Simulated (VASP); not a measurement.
Here is the system:

```yaml
crystal:
  lattice:
    - [0.00000, 2.19924, 2.18089]
    - [2.21626, 0.00000, 2.18089]
    - [2.21626, 2.19924, 0.00000]
  atoms:
    - { symbol: Ti, position: [0.00000, 0.00000, 0.00000] }
    - { symbol: C, position: [0.47803, 0.52197, 0.52197] }
```

Method: PBE GGA, VASP's PBE PAW potentials (set 64) (plane waves; VASP 6.6.1). Run with 520 eV cut-off, 14×14×14 Monkhorst-Pack mesh, first-order Methfessel-Paxton smearing of 0.10 eV, potentials Ti_sv C.

Task: Give the force on each atom (eV/Å).

Result: 
```
atom      Fx     Fy     Fz
----  ------  -----  -----
Ti1    0.676  0.000  0.000
C2    -0.676  0.000  0.000
```

Task: Give the stress tensor in GPa (positive for a compressed cell).

Result: 
```
-10.14    0.00    0.00
  0.00   -9.71    0.00
  0.00    0.00   -7.01
```
The pressure is its mean diagonal, -8.95 GPa.

The compound is TiC in the rock salt structure. The cell was not relaxed at this level, atoms are displaced from their ideal sites. The run is one of a series of settings (KPOINTS 14×14×14 Monkhorst-Pack mesh against the base run), some of them coarse on purpose.
